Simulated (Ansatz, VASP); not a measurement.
# SiC (Moissanite 3C) in two plane-wave programs

One calculation is typed for both programs; each brings its own data sets. How far apart do they land? The cell is taken from a series of runs on this material, whose earlier steps may have relaxed, scaled, displaced or heated it; both programs get it as it stands.

Main program and level: Ansatz 0.2.0; plane waves, with VASP 6.6.1 beside it; zone-centre phonons at PBE.

### 1. The starting structure

Symmetry: F-43m, No. 216, cubic system. The conventional cell has a = 4.229 Å, b = 4.229 Å, c = 4.229 Å, α = 90.00°, β = 90.00°, γ = 90.00°. Nearest to C lie 4 Si at 1.83 Å. Si has 4 C at 1.83 Å nearest. Farther neighbours are not listed.

As a file:

```xyz
2
Lattice="0.0000 2.1143 2.1143 2.1143 0.0000 2.1143 2.1143 2.1143 0.0000" Properties=species:S:1:pos:R:3 pbc="T T T"
C     3.1714    3.1714    3.1714
Si    0.0000    0.0000    0.0000
```

### 2. VASP: zone-centre phonons, PBE, pair 1

Second derivatives magnify differences that forces hide, and they need a tight electronic threshold.

Lines of VASP's logs that name or quote its potential files are left out, and so is its time.

INCAR

```
SYSTEM = SiC
PREC = Accurate
ENCUT = 600
EDIFF = 1E-08
NELM = 120
ISMEAR = 0
SIGMA = 0.01
LREAL = .FALSE.
ALGO = Normal
GGA = PE
NBANDS = 10
LORBIT = 11
LWAVE = .FALSE.
LCHARG = .FALSE.
ISIF = 2
IBRION = 8
LEPSILON = .TRUE.
LASPH = .TRUE.
GGA_COMPAT = .FALSE.
EFERMI = MIDGAP
KPAR = 2
```

POSCAR

```
SiC
1.0
    0.0000000000      2.1142830845      2.1142830845
    2.1142830845      0.0000000000      2.1142830845
    2.1142830845      2.1142830845      0.0000000000
C Si
1 1
Direct
    0.7500000000      0.7500000000      0.7500000000
    0.0000000000      0.0000000000      0.0000000000
```

KPOINTS

```
Automatic mesh
0
Gamma
12 12 12
0 0 0
```

PAW data sets: C and Si (PBE family, release 64).

Run with:

```bash
$ mpirun -np 2 vasp_std
```

Numbers of over 12 decimals in the logs are rounded to 6 here.

Output:

```text
[banner, memory and clock lines left out]
running    2 mpi-ranks, on    1 nodes
 distrk:  each k-point on    1 cores,    2 groups
 distr:  one band on    1 cores,    1 groups

 POSCAR found type information on POSCAR C Si
 POSCAR found :  2 types and       2 ions
 LDA part: xc-table for (Slater+PW92), standard interpolation
 POSCAR, INCAR and KPOINTS ok, starting setup
 FFT: planning ... GRIDC
 FFT: planning ... GRID_SOFT
 FFT: planning ... GRID
 WAVECAR not read
 entering main loop
       N       E                     dE             d eps       ncg     rms          rms(c)
DAV:   1     0.512902490678E+01    0.51290E+01   -0.43919E+03  1544   0.762E+02
DAV:   2    -0.163597817737E+02   -0.21489E+02   -0.20329E+02  1870   0.121E+02
DAV:   3    -0.170175992285E+02   -0.65782E+00   -0.65620E+00  1706   0.177E+01
DAV:   4    -0.170201921816E+02   -0.25930E-02   -0.25927E-02  1596   0.137E+00
DAV:   5    -0.170202033053E+02   -0.11124E-04   -0.11124E-04  1696   0.861E-02    0.981E+00
DAV:   6    -0.149886354516E+02    0.20316E+01   -0.68910E+00  1496   0.132E+01    0.442E+00
DAV:   7    -0.149058169274E+02    0.82819E-01   -0.50366E-01  1752   0.434E+00    0.195E+00
DAV:   8    -0.148973719838E+02    0.84449E-02   -0.21862E-02  1484   0.108E+00    0.162E-01
DAV:   9    -0.148975146940E+02   -0.14271E-03   -0.12762E-03  1834   0.229E-01    0.116E-01
DAV:  10    -0.148976052048E+02   -0.90511E-04   -0.16576E-04  1572   0.902E-02    0.235E-02
DAV:  11    -0.148976068103E+02   -0.16056E-05   -0.25666E-05  1632   0.302E-02    0.545E-03
DAV:  12    -0.148976071757E+02   -0.36532E-06   -0.10098E-06  1538   0.708E-03    0.112E-03
DAV:  13    -0.148976072162E+02   -0.40590E-07   -0.54141E-08  1610   0.181E-03    0.105E-03
DAV:  14    -0.148976072093E+02    0.69872E-08   -0.48933E-09   792   0.508E-04
   1 F= -.14897607E+02 E0= -.14897607E+02  d E =0.000000E+00
 Linear response reoptimize wavefunctions to high precision
DAV:   1    -0.148976072109E+02   -0.15959E-08   -0.43913E-10  1330   0.175E-04
DAV:   2    -0.148976072109E+02   -0.11482E-10   -0.11444E-11   750   0.251E-05
 Linear response G [H, r] |phi>, progress :
  Direction:   1
       N       E                     dE             d eps       ncg     rms
RMM:   1    -0.406228725039E+02   -0.40623E+02   -0.43267E+01  3648   0.434E+01
RMM:   2    -0.336279819688E+02    0.69949E+01   -0.13916E+01  2305   0.109E+01
RMM:   3    -0.325605196541E+02    0.10675E+01   -0.10775E+00  2382   0.972E-01
RMM:   4    -0.324656181377E+02    0.94902E-01   -0.11081E-01  2516   0.105E-01
RMM:   5    -0.324542554300E+02    0.11363E-01    0.30274E-03  2464   0.128E-02
RMM:   6    -0.324530909614E+02    0.11645E-02    0.14677E-02  2597   0.196E-03
RMM:   7    -0.324529956749E+02    0.95287E-04    0.15639E-02  2353   0.586E-04
RMM:   8    -0.324529862843E+02    0.93905E-05    0.15765E-02  2016   0.410E-04
RMM:   9    -0.324529950351E+02   -0.87507E-05    0.15956E-02  1789   0.395E-04
RMM:  10    -0.324531014129E+02   -0.10638E-03    0.15174E-02  1583   0.397E-04
RMM:  11    -0.324533541119E+02   -0.25270E-03    0.12415E-02  1386   0.398E-04
 Linear response G [H, r] |phi>, progress :
  Direction:   2
       N       E                     dE             d eps       ncg     rms
RMM:   1    -0.375963539216E+02   -0.37596E+02   -0.46213E+01  3670   0.408E+01
RMM:   2    -0.335628245689E+02    0.40335E+01   -0.13481E+01  2282   0.930E+00
RMM:   3    -0.324860394516E+02    0.10768E+01   -0.12033E+00  2375   0.800E-01
RMM:   4    -0.323812043387E+02    0.10484E+00   -0.14442E-01  2490   0.848E-02
RMM:   5    -0.323687241238E+02    0.12480E-01   -0.19492E-02  2463   0.103E-02
RMM:   6    -0.323673731849E+02    0.13509E-02   -0.59794E-03  2590   0.156E-03
RMM:   7    -0.323672402916E+02    0.13289E-03   -0.46413E-03  2280   0.454E-04
RMM:   8    -0.323672238990E+02    0.16393E-04   -0.44280E-03  1962   0.314E-04
RMM:   9    -0.323671987125E+02    0.25186E-04   -0.37765E-03  1762   0.303E-04
RMM:  10    -0.323671049791E+02    0.93733E-04   -0.89349E-04  1603   0.303E-04
RMM:  11    -0.323672872492E+02   -0.18227E-03   -0.33621E-03  1320   0.306E-04
 Linear response G [H, r] |phi>, progress :
  Direction:   3
       N       E                     dE             d eps       ncg     rms
RMM:   1    -0.257578405912E+02   -0.25758E+02    0.86553E+01  3469   0.423E+01
RMM:   2    -0.225259568250E+02    0.32319E+01   -0.19678E+00  2279   0.100E+01
RMM:   3    -0.225192522092E+02    0.67046E-02   -0.22816E-02  2341   0.934E-01
RMM:   4    -0.225188248730E+02    0.42734E-03   -0.25345E-04  2506   0.104E-01
RMM:   5    -0.225188222989E+02    0.25741E-05   -0.81636E-06  2465   0.134E-02
RMM:   6    -0.225188220275E+02    0.27135E-06   -0.63962E-07  2526   0.219E-03
RMM:   7    -0.225188219751E+02    0.52374E-07    0.24078E-06  2248   0.683E-04
RMM:   8    -0.225188219841E+02   -0.89779E-08   -0.44352E-07  1978   0.476E-04
RMM:   9    -0.225188219943E+02   -0.10128E-07    0.61444E-07  1667   0.453E-04
RMM:  10    -0.225188219961E+02   -0.18598E-08    0.71223E-06  1517   0.450E-04
RMM:  11    -0.225188219969E+02   -0.75668E-09   -0.73580E-06  1328   0.448E-04
 Linear response to external field (no local field effect), progress :
  Direction:   1
       N       E                     dE             d eps       ncg     rms          rms(c)
[...]
Linear response to external field, progress :
  Direction:   1
       N       E                     dE             d eps       ncg     rms          rms(c)
RMM:   1    -0.307322297669E+00   -0.30732E+00   -0.11870E+00 12793   0.240E+00
RMM:   2    -0.313683581478E+00   -0.63613E-02   -0.19012E-03  8929   0.317E-01    0.805E-01
RMM:   3    -0.307722618631E+00    0.59610E-02   -0.45354E-03  8991   0.419E-01    0.474E-01
RMM:   4    -0.319500214659E+00   -0.11778E-01   -0.52426E-03  8983   0.462E-01    0.891E-02
RMM:   5    -0.322967448513E+00   -0.34672E-02   -0.13163E-04  9018   0.883E-02    0.113E-02
RMM:   6    -0.323110536603E+00   -0.14309E-03   -0.14241E-06  9423   0.936E-03    0.551E-03
RMM:   7    -0.323211864579E+00   -0.10133E-03   -0.40948E-07  9137   0.570E-03    0.348E-04
RMM:   8    -0.323216188886E+00   -0.43243E-05    0.27886E-08  9881   0.513E-04    0.149E-04
RMM:   9    -0.323215977170E+00    0.21172E-06    0.30374E-08  9058   0.260E-04    0.338E-05
RMM:  10    -0.323216143053E+00   -0.16588E-06    0.36118E-08  6145   0.459E-05    0.449E-06
 change of polarisation eV/A/(eV/A) component  1 :     0.603     0.155     0.091
 dielectric tensor                  component  1 :     6.770     1.482     0.870
 Linear response to external field, progress :
  Direction:   2
       N       E                     dE             d eps       ncg     rms          rms(c)
RMM:   1    -0.307322244603E+00   -0.30732E+00   -0.11870E+00 12796   0.240E+00
RMM:   2    -0.313683580047E+00   -0.63613E-02   -0.19011E-03  8934   0.317E-01    0.805E-01
RMM:   3    -0.307722745394E+00    0.59608E-02   -0.45348E-03  8989   0.419E-01    0.474E-01
RMM:   4    -0.319500418992E+00   -0.11778E-01   -0.52423E-03  8981   0.462E-01    0.891E-02
RMM:   5    -0.322967524381E+00   -0.34671E-02   -0.13162E-04  9017   0.883E-02    0.113E-02
RMM:   6    -0.323110657931E+00   -0.14313E-03   -0.14288E-06  9426   0.936E-03    0.551E-03
RMM:   7    -0.323211955616E+00   -0.10130E-03   -0.40979E-07  9135   0.570E-03    0.348E-04
RMM:   8    -0.323216307315E+00   -0.43517E-05    0.28099E-08  9888   0.513E-04    0.150E-04
RMM:   9    -0.323216095307E+00    0.21201E-06    0.29982E-08  9041   0.260E-04    0.351E-05
RMM:  10    -0.323216244775E+00   -0.14947E-06    0.34706E-08  5969   0.439E-05    0.795E-06
 change of polarisation eV/A/(eV/A) component  2 :     0.110     0.603     0.119
 dielectric tensor                  component  2 :     1.057     6.770     1.137
 Linear response to external field, progress :
  Direction:   3
       N       E                     dE             d eps       ncg     rms          rms(c)
RMM:   1    -0.307322160418E+00   -0.30732E+00   -0.11870E+00 12793   0.240E+00
RMM:   2    -0.313683578134E+00   -0.63614E-02   -0.19012E-03  8930   0.317E-01    0.805E-01
RMM:   3    -0.307722790960E+00    0.59608E-02   -0.45352E-03  8990   0.419E-01    0.474E-01
RMM:   4    -0.319500431098E+00   -0.11778E-01   -0.52428E-03  8981   0.462E-01    0.891E-02
RMM:   5    -0.322967518245E+00   -0.34671E-02   -0.13162E-04  9017   0.883E-02    0.113E-02
RMM:   6    -0.323110659263E+00   -0.14314E-03   -0.14291E-06  9425   0.936E-03    0.551E-03
RMM:   7    -0.323211954575E+00   -0.10130E-03   -0.40887E-07  9141   0.570E-03    0.348E-04
RMM:   8    -0.323216307081E+00   -0.43525E-05    0.28565E-08  9893   0.513E-04    0.150E-04
RMM:   9    -0.323216094461E+00    0.21262E-06    0.30512E-08  9038   0.260E-04    0.352E-05
RMM:  10    -0.323216244196E+00   -0.14974E-06    0.35920E-08  5975   0.437E-05    0.799E-06
 change of polarisation eV/A/(eV/A) component  3 :     0.093     0.153     0.603
 dielectric tensor                  component  3 :     0.887     1.465     6.770
 Linear response DOF=           2
 Linear response progress:
  Degree of freedom:   1/  2
       N       E                     dE             d eps       ncg     rms          rms(c)
RMM:   1    -0.130015968329E+00   -0.13002E+00    0.62010E-02 12339   0.207E+00
RMM:   2    -0.127317445581E+00    0.26985E-02   -0.25392E-03  8555   0.396E-01    0.226E-01
RMM:   3    -0.127321083750E+00   -0.36382E-05   -0.91656E-04  8317   0.191E-01    0.111E-01
RMM:   4    -0.128598326516E+00   -0.12772E-02   -0.71423E-04  8372   0.164E-01    0.203E-02
RMM:   5    -0.128602762483E+00   -0.44360E-05   -0.13914E-05  8937   0.245E-02    0.195E-03
RMM:   6    -0.128614657077E+00   -0.11895E-04   -0.28272E-07  9187   0.257E-03    0.104E-03
RMM:   7    -0.128610163724E+00    0.44934E-05   -0.17631E-07  9133   0.823E-04    0.789E-05
RMM:   8    -0.128610948671E+00   -0.78495E-06    0.12278E-07  9454   0.132E-04    0.319E-05
RMM:   9    -0.128610865202E+00    0.83469E-07    0.21241E-07  9547   0.644E-05    0.432E-06
RMM:  10    -0.128610859681E+00    0.55209E-08    0.16147E-07  9748   0.243E-05    0.248E-06
RMM:  11    -0.128610864399E+00   -0.47179E-08    0.92488E-08  8482   0.231E-05    0.252E-07
 first order change of Fermi-energy  -0.14870E+01
 force on displaced ion       1 direction 1 : -23.507   0.000   0.000
 Born effective charge ion    1 direction 1 :  -2.758   0.000   0.000
 Linear response progress:
  Degree of freedom:   2/  2
       N       E                     dE             d eps       ncg     rms          rms(c)
RMM:   1    -0.162038658276E-01   -0.16204E-01   -0.84867E-03 13274   0.861E-01
RMM:   2    -0.141716973003E-01    0.20322E-02   -0.19924E-04  8634   0.185E-01    0.140E-01
RMM:   3    -0.141516734823E-01    0.20024E-04   -0.30636E-04  8776   0.552E-02    0.797E-02
RMM:   4    -0.142630234797E-01   -0.11135E-03   -0.34075E-04  8737   0.586E-02    0.105E-02
RMM:   5    -0.142257500552E-01    0.37273E-04   -0.31993E-05  8915   0.119E-02    0.195E-03
RMM:   6    -0.142193406066E-01    0.64094E-05   -0.67086E-06  9096   0.145E-03    0.821E-04
RMM:   7    -0.142171326037E-01    0.22080E-05   -0.23026E-06  9110   0.436E-04    0.137E-04
RMM:   8    -0.142170016528E-01    0.13095E-06   -0.38744E-07  9353   0.104E-04    0.184E-05
RMM:   9    -0.142169980036E-01    0.36492E-08   -0.23001E-07  9541   0.335E-05    0.100E-05
RMM:  10    -0.142169719453E-01    0.26058E-07   -0.14022E-07  9308   0.161E-05    0.790E-07
RMM:  11    -0.142169785508E-01   -0.66055E-08   -0.23971E-07  6810   0.113E-05    0.198E-07
RMM:  12    -0.142169781586E-01    0.39216E-09   -0.24041E-07  4146   0.111E-05    0.493E-08
 first order change of Fermi-energy   0.14872E+01
 force on displaced ion       2 direction 1 : -23.511   0.000   0.000
 Born effective charge ion    2 direction 1 :   2.757   0.000   0.000
 Born effective charges drift removed
 Linear response finished
```

Parts of OUTCAR (step 2):

```text
ion  position               nearest neighbor table
   1  0.750  0.750  0.750-   2 1.83   2 1.83   2 1.83   2 1.83
   2  0.000  0.000  0.000-   1 1.83   1 1.83   1 1.83   1 1.83

  LATTYP: Found a face centered cubic cell.
 ALAT       =     4.2285661690

 Subroutine GETGRP returns: Found 24 space group operations
 (whereof 24 operations were pure point group operations)

The static configuration has the point symmetry T_d .

 Found     72 irreducible k-points:

   k-points           NKPTS =     72   k-points in BZ     NKDIM =     72   number of bands    NBANDS=     10

   dimension x,y,z NGX =    24 NGY =   24 NGZ =   24
   dimension x,y,z NGXF=    48 NGYF=   48 NGZF=   48

   ENCUT  =  600.0 eV  44.10 Ry    6.64 a.u.   5.97  5.97  5.97*2*pi/ulx,y,z

   NELECT =       8.0000    total number of electrons

 k-points in reciprocal lattice and weights: Automatic mesh
   0.00000000  0.00000000  0.00000000       0.001
   0.08333333  0.00000000  0.00000000       0.005
   0.16666667  0.00000000  0.00000000       0.005
   0.25000000  0.00000000  0.00000000       0.005
   0.33333333  0.00000000  0.00000000       0.005
   0.41666667  0.00000000  0.00000000       0.005
   0.50000000  0.00000000  0.00000000       0.002
   0.08333333  0.08333333  0.00000000       0.003
   0.16666667  0.08333333  0.00000000       0.014
[...]
-0.33333333  0.50000000  0.16666667       0.007
  -0.25000000  0.50000000  0.25000000       0.003

 average (electrostatic) potential at core
       1 -43.4759       2 -79.0938

  Total        3.2109516      3.2109516      3.2109516      0.0000000      0.0000000      0.0000000
  in kB      272.1604041    272.1604041    272.1604041      0.0000000      0.0000000      0.0000000
  external PRESSURE =     272.1604041 kB  Pullay stress =       0.0000000 kB

  energy-cutoff  :      600.00
  volume of cell :       18.90
      direct lattice vectors                 reciprocal lattice vectors
     0.000000000  2.114283084  2.114283084    -0.236486781  0.236486781  0.236486781
     2.114283084  0.000000000  2.114283084     0.236486781 -0.236486781  0.236486781
     2.114283084  2.114283084  0.000000000     0.236486781  0.236486781 -0.236486781

 POSITION                                       TOTAL-FORCE (eV/Angst)
 -----------------------------------------------------------------------------------
      3.17142      3.17142      3.17142         0.000000      0.000000      0.000000
      0.00000      0.00000      0.00000        -0.000000     -0.000000     -0.000000
 -----------------------------------------------------------------------------------
    total drift:                               -0.000000     -0.000000     -0.000000

 MACROSCOPIC STATIC DIELECTRIC TENSOR (including local field effects in DFT)
 ------------------------------------------------------
           6.769514     0.000000    -0.000000
          -0.000000     6.769514     0.000000
          -0.000000     0.000000     6.769514
 ------------------------------------------------------

 PIEZOELECTRIC TENSOR (including local field effects)  for field in x, y, z        (C/m^2)
          XX          YY          ZZ          XY          YZ          ZX
  --------------------------------------------------------------------------------
  x     0.00000     0.00000    -0.00000     0.00000     1.02463     0.00000
  y     0.00000    -0.00000     0.00000     0.00000     0.00000     1.02463
  z     0.00000    -0.00000    -0.00000     1.02463     0.00000     0.00000

 BORN EFFECTIVE CHARGES (including local field effects) (in |e|, cummulative output)
 ---------------------------------------------------------------------------------
 ion    1
    1    -2.75800     0.00000     0.00000
    2     0.00000    -2.75800     0.00000
    3    -0.00000     0.00000    -2.75800
 ion    2
    1     2.75800    -0.00000    -0.00000
    2     0.00000     2.75800    -0.00000
    3     0.00000    -0.00000     2.75800

 Eigenvectors and eigenvalues of the dynamical matrix
 ----------------------------------------------------

   1 f  =   26.132706 THz   164.196635 2PiTHz  871.693246 cm-1   108.076140 meV
             X         Y         Z           dx          dy          dz
      3.171425  3.171425  3.171425     0.000000   -0.836906    0.000000
      0.000000  0.000000  0.000000    -0.000000    0.547346    0.000000

   2 f  =   26.132706 THz   164.196635 2PiTHz  871.693246 cm-1   108.076140 meV
             X         Y         Z           dx          dy          dz
      3.171425  3.171425  3.171425     0.000000   -0.000000   -0.836906
      0.000000  0.000000  0.000000     0.000000   -0.000000    0.547346

   3 f  =   26.132706 THz   164.196635 2PiTHz  871.693246 cm-1   108.076140 meV
             X         Y         Z           dx          dy          dz
      3.171425  3.171425  3.171425     0.836906    0.000000    0.000000
      0.000000  0.000000  0.000000    -0.547346    0.000000    0.000000

   4 f/i=    0.000901 THz     0.005659 2PiTHz    0.030044 cm-1     0.003725 meV
             X         Y         Z           dx          dy          dz
      3.171425  3.171425  3.171425    -0.004920    0.434127    0.333312
      0.000000  0.000000  0.000000    -0.007522    0.663792    0.509643

   5 f/i=    0.000901 THz     0.005659 2PiTHz    0.030044 cm-1     0.003725 meV
             X         Y         Z           dx          dy          dz
      3.171425  3.171425  3.171425     0.259902    0.295200   -0.380651
      0.000000  0.000000  0.000000     0.397397    0.451369   -0.582026

   6 f/i=    0.000901 THz     0.005659 2PiTHz    0.030044 cm-1     0.003725 meV
             X         Y         Z           dx          dy          dz
      3.171425  3.171425  3.171425     0.481679   -0.154849    0.208795
      0.000000  0.000000  0.000000     0.736499   -0.236768    0.319252

 MACROSCOPIC STATIC DIELECTRIC TENSOR IONIC CONTRIBUTION
 ------------------------------------------------------
           3.097441    -0.000000    -0.000000
          -0.000000     3.097441     0.000000
          -0.000000     0.000000     3.097441
 ------------------------------------------------------

 ELASTIC MODULI CONTR FROM IONIC RELAXATION (kBar)
 Direction    XX          YY          ZZ          XY          YZ          ZX
 --------------------------------------------------------------------------------
 XX          -0.0000      0.0000      0.0000     -0.0000      0.0000      0.0000
 YY           0.0000     -0.0000      0.0000     -0.0000     -0.0000     -0.0000
 ZZ           0.0000      0.0000     -0.0000      0.0000     -0.0000      0.0000
 XY          -0.0000     -0.0000      0.0000   -629.5654      0.0000     -0.0000
 YZ           0.0000     -0.0000     -0.0000      0.0000   -629.5654      0.0000
 ZX           0.0000     -0.0000      0.0000     -0.0000      0.0000   -629.5654
 --------------------------------------------------------------------------------

 PIEZOELECTRIC TENSOR IONIC CONTR  for field in x, y, z        (C/m^2)
          XX          YY          ZZ          XY          YZ          ZX
  --------------------------------------------------------------------------------
  x     0.00000    -0.00000    -0.00000     0.00000    -1.31400     0.00000
  y     0.00000    -0.00000     0.00000    -0.00000     0.00000    -1.31400
  z    -0.00000    -0.00000     0.00000    -1.31400     0.00000    -0.00000
```

(Part 1 of 3 ends here.)

[Lines on the potential files, build, host, timing and source positions are cut from VASP's logs without a mark.]

[Logs are printed without paths, hosts, clocks, repeated set-up lines and the standing remarks that a program may print on its own settings, such as how far it seeks lower states.]

[Hosts, paths, dates, database ids (printed as entryN), source tags and the programs' standing remarks are cut or masked in the printed files.]
